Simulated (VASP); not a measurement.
Data:

```
CELL_PARAMETERS angstrom
      1.81319    -3.06361     0.00000
      1.81319     3.06361     0.00000
      0.00000     0.00000     5.43818
ATOMIC_POSITIONS crystal
  Er 0.33333 0.66667 0.25000
  Er 0.69414 0.36080 0.75000
```

All values below come from PBE GGA, VASP's PBE PAW potentials (set 64) (plane waves; VASP). Settings: 400 eV cut-off, KSPACING 0.16 per Å, first-order Methfessel-Paxton smearing of 0.10 eV, potentials Er_3.

The 4f electrons are frozen in the core of the lanthanide potential, so 4f levels, which can set the real gap, and their magnetism are missing.

### Question
Give the force on each atom (eV/Å).

### Answer

```
atom      Fx      Fy     Fz
----  ------  ------  -----
Er1    0.137   0.035  0.000
Er2   -0.137  -0.035  0.000
```

### Question
Give the stress tensor in GPa (positive for a compressed cell).

### Answer

```
-0.25  -0.38   0.00
-0.38   1.47   0.00
 0.00   0.00   2.08
```
The pressure is its mean diagonal, 1.10 GPa.

The compound is Er in the hcp structure. The cell was not relaxed at this level, atoms are displaced from their ideal sites. The run is one of a series of settings (KGAMMA = .FALSE., KSPACING = 0.16, KPOINTS file removed against the base run), some of them coarse on purpose.
